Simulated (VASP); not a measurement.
A convergence study with VASP on ZrN (space group no. 225 when undisturbed): one setting is varied, all else stays as given below, so the limit is that of these other settings. One atom is moved off its site, so that forces are finite.

```
CELL_PARAMETERS angstrom
      0.00000     2.28313     2.28313
      2.28313     0.00000     2.28313
      2.28313     2.28313     0.00000
ATOMIC_POSITIONS crystal
  Zr 0.01095 0.01095 0.98905
  N  0.50000 0.50000 0.50000
```

Computed with PBE GGA, VASP's PBE PAW potentials (set 64) (plane waves; VASP). The tightest run used: 400 eV cut-off, 18×18×18 Γ-centred mesh, Gaussian smearing of 0.10 eV, potentials Zr_sv N.

```csv
setting,E (eV/atom),pressure (GPa),irreducible k-points
2×2×2 mesh,-10.1506,2.05,4
3×3×3 mesh,-10.0755,4.60,6
4×4×4 mesh,-10.1649,2.58,13
5×5×5 mesh,-10.1794,2.32,18
6×6×6 mesh,-10.1921,2.22,30
7×7×7 mesh,-10.1671,2.61,40
8×8×8 mesh,-10.1652,2.61,59
```

Task: These are the cheaper rows. Estimate the results at 18×18×18 mesh, and how far the last row shown lies from them.

Result: 
| quantity | tightest run | last row shown is off by |
|---|---|---|
| E (eV/atom) | -10.1751 | 0.0099 |
| pressure (GPa) | 2.40 | 0.21 |

Left out are rungs that failed or repeat a setting and relaxations that didn't move; long series are thinned to 24 rows.

The structure is a typed ZrN crystal (space group no. 225). The cell was not relaxed at this level, it is distorted from the ideal structure. The electron count is odd and the run is not spin-polarised, which forces a metal.
